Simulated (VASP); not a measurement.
# MgBe (P6mm) in VASP: further runs, part 2 of 2

VASP 6.6.1.

## 3. Relaxation of cell and atoms, PBEsol

Input file INCAR:

```
PREC = Accurate ; ENCUT = 600
EDIFF = 1E-6 ; ISMEAR = 1
SIGMA = 0.2 ; LREAL = F
LASPH = T ; NELM = 60
ALGO = Fast ; ISIF = 3
LWAVE = F ; LCHARG = F
GGA = PS ; IBRION = 2
NSW = 40 ; EDIFFG = -0.01
```

Input file KPOINTS:

```
Automatic mesh
0
Gamma
  13 13 6
```

Input file POSCAR:

```
MgBe
1.0
    2.3995486400      0.0000000000      0.0000000000
   -1.1997743200      2.0780700800      0.0000000000
    0.0000000000      0.0000000000      4.9009135800
Mg Be
1 1
Direct
    0.0000000000      0.0000000000      0.0433479700
    0.0000000000      0.0000000000      0.5905093500
```

Potentials or basis: VASP PAW PBE potentials, release 64 (Mg, Be).

The run is started by

```console
cat potpaw_PBE.64/Mg/POTCAR potpaw_PBE.64/Be/POTCAR > POTCAR
mpirun -np 1 vasp_std > vasp.out
```

OUTCAR:

```text
PREC = Accurate
   ENCUT = 600
   EDIFF = 1E-6
   ISMEAR = 1
   LREAL = F
   LASPH = T
   NELM = 60
   ISIF = 3
   GGA = PS
   IBRION = 2
   NSW = 40
   EDIFFG = -0.01

 ion  position               nearest neighbor table
   1  0.000  0.000  0.043-   2 2.22   2 2.68
   2  0.000  0.000  0.591-   1 2.22   1 2.68

  LATTYP: Found a hexagonal cell.
 ALAT       =     2.3995486400
 C/A-ratio  =     2.0424314383

  Lattice vectors:

 A1 = (   2.3995486400,   0.0000000000,   0.0000000000)
 A2 = (  -1.1997743200,   2.0780700800,   0.0000000000)
 A3 = (   0.0000000000,   0.0000000000,   4.9009135800)

Analysis of symmetry for initial positions (statically):
=====================================================================
 Subroutine PRICEL returns:
 Original cell was already a primitive cell.

 Routine SETGRP: Setting up the symmetry group for a
 hexagonal supercell.

 Subroutine GETGRP returns: Found 12 space group operations
 (whereof 12 operations were pure point group operations)
 out of a pool of 24 trial point group operations.

The static configuration has the point symmetry C_6v.

[... 142 lines left out ...]
   LRPA    =     F    only Hartree local field effects (RPA)
 conjugate gradient relaxation of ions
 non-spin polarized calculation
 RMM-DIIS sequential band-by-band and
 Methfessel and Paxton  Order N= 1 SIGMA  =   0.20
  energy-cutoff  :      600.00
  volume of cell :       24.44
 maximum number of plane-waves:       836
 NGX is ok and might be reduce to    20
   NGX =  9   NGY =  9   NGZ = 19

--------------------------------------- Ionic step        1  -------------------------------------------

 number of electron       4.0000000 magnetization

 Free energy of the ion-electron system (eV)
  ---------------------------------------------------
  ext. energy  EPLUGINS =         0.00000000
  ---------------------------------------------------
  free energy    TOTEN  =        -2.90424017 eV

  energy without entropy =       -2.90567352  energy(sigma->0) =       -2.90471795

 E-fermi :   5.4713     XC(G=0): -10.0012

 val. band max:        5.4019580962   @ k =   0.3846   0.2308   0.0000
 cond. band min:       5.4831816173   @ k =   0.1538   0.1538   0.1667
 fundamental gap:      0.0812235211
 Fermi energy:         5.4713371128

 k-point     1 :       0.0000    0.0000    0.0000
  band No.  band energies     occupation
      1      -4.2200      2.00000
      2       1.0183      2.00000
      3       1.9831      2.00000
      4      16.0628      0.00000
      5      18.6743      0.00000
      6      20.6329      0.00000
[... 422 lines left out ...]
--------------------------------------- Ionic step        7  -------------------------------------------

 number of electron       4.0000000 magnetization

 Free energy of the ion-electron system (eV)
  ---------------------------------------------------
  ext. energy  EPLUGINS =         0.00000000
  ---------------------------------------------------
  free energy    TOTEN  =        -3.84408675 eV

  energy without entropy =       -3.84375051  energy(sigma->0) =       -3.84397467

 E-fermi :   3.0181     XC(G=0):  -8.9034

 val. band max:        3.0013986740   @ k =   0.3077   0.0769   0.0000
 cond. band min:       3.0746906505   @ k =   0.3846   0.1538   0.1667
 fundamental gap:      0.0732919765
 Fermi energy:         3.0181104723

 k-point     1 :       0.0000    0.0000    0.0000
  band No.  band energies     occupation
      1      -4.6985      2.00000
      2      -0.0516      2.00000
      3       0.1215      2.00000
      4      12.5909      0.00000
      5      14.4040      0.00000
      6      14.4227      0.00000
[... 236 lines left out ...]
  FREE ENERGIE OF THE ION-ELECTRON SYSTEM (eV)
  ---------------------------------------------------
  free  energy   TOTEN  =        -3.8440867528 eV

  energy  without entropy=       -3.8437505149  energy(sigma->0) =       -3.84397467

 reached required accuracy - stopping structural energy minimisation
```

CONTCAR:

```text
MgBe
   1.00000000000000
     2.7181664743275529   -0.0000000000000000   -0.0000000000000000
    -1.3590832371637764    2.3540012186822010    0.0000000000000000
    -0.0000000000000000    0.0000000000000000    5.3603191867180442
  Mg              Be
     1     1
Direct
     0.0000000000000000    1.0000000000000000    0.0669179205902042
     1.0000000000000000    0.0000000000000000    0.5669393994097930

  0.00000000E+00  0.00000000E+00  0.00000000E+00
  0.00000000E+00  0.00000000E+00  0.00000000E+00
```

Wall time 48 s (1 thread of Intel Xeon Platinum 8259CL at 2.50GHz (Skylake/Cascade Lake), shared host); peak memory 0.16 GiB.

What came out:

```
Free energy                            : -3.8441 eV
Relaxed volume                         : 17.15 Å³/atom
Relaxed cell                           : a = 2.718 Å, b = 2.718 Å, c = 5.360 Å, α = 90.00°, β = 90.00°, γ = 120.00°
Space group after relaxing (to 0.05 Å) : P6/mmm (No. 191)
Energy gained by relaxing              : 469.9 meV/atom
Ionic steps                            : 7
Pressure after relaxing                : 0.0 GPa
Band gap on the k mesh                 : none (metal or under the smearing width)
```

Step by step:
```
step  energy change (eV)  largest force (eV/Å)  pressure (GPa)  volume (Å³)
   1              0.0000                1.7274           32.42        24.44
   2             -0.9289                0.2562            0.09        34.23
   3             -0.9295                0.2284           -0.41        34.60
   4             -0.9358                0.1432           -0.25        34.47
   5             -0.9398                0.0114            0.08        34.25
   6             -0.9398                0.0076            0.09        34.24
   7             -0.9398                0.0003            0.01        34.30
```

Final structure:
```
Mg Be
1.0
     2.71817    0.00000    0.00000
    -1.35908    2.35400    0.00000
     0.00000    0.00000    5.36032
Mg Be
1 1
Direct
  0.00000 0.00000 0.06692
  0.00000 0.00000 0.56694
```

Caveat: the volume moved by over 15 % at a fixed basis, so the end points are rough; the PAW data sets were made with another functional, which shifts forces and pressure a little.

## 4. The reference run

An earlier run on the cell as given: functional PBE; potentials or basis VASP PAW PBE potentials, release 64 (Mg, Be); cutoff 520 eV; k mesh 13 × 13 × 6; occupations fermi-dirac, width 0.05 eV; no spin polarisation.

* Pressure: 33.7 GPa
* Largest force: 1.735 eV/Å
* Band gap on the k mesh: none (metal or under the smearing width)

## 5. The runs side by side

```tsv
task	level	cell	cutoff (eV)	smearing	gap on the mesh (eV)	pressure (GPa)	relaxed volume (Å³/atom)	largest force (eV/Å)
relaxation of cell and atoms	PBE	relaxed	600	methfessel-paxton 0.2 eV	none	0.0	17.45	0.01
relaxation of cell and atoms	PBEsol	relaxed	600	methfessel-paxton 0.2 eV	none	0.0	17.15	-
single point	PBE	as given	520	fermi-dirac 0.05 eV	none	33.7	-	1.73
```

Alike in all rows: potentials or basis VASP PAW PBE potentials, release 64 (Mg, Be); no spin polarisation; k mesh 13 × 13 × 6.

Caveats: the volume moved by over 15 % at a fixed basis, so the end points are rough (some runs); the PAW data sets were made with another functional, which shifts forces and pressure a little (some runs); a pressure of tens of GPa on the cell as given is suspect, and the run, the potentials or the cell itself is likely at fault (some runs); forces of over 1 eV/Å show positions far from the minimum, so gaps and moduli don't describe the material at rest (some runs).

Total energies depend on the potentials used, so only differences within one code and one set of settings carry meaning.
